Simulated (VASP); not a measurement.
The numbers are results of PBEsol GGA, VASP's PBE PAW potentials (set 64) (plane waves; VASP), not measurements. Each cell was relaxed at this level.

Without a dispersion term in the relaxation, distances and binding between the weakly bound layers, chains or molecules are unreliable, and so is what depends on them.

Question: Which of these has an unstable (imaginary) mode at Γ?
A) ZnCdS2, P-4m2 (115)
B) LuSe, Fm-3m (225)
C) GeSe, Fm-3m (225)
D) SnO, Pmn2_1 (31)

Answer: C, GeSe, Fm-3m (225). Its optical Γ-point modes are 71i (×3) cm⁻¹.
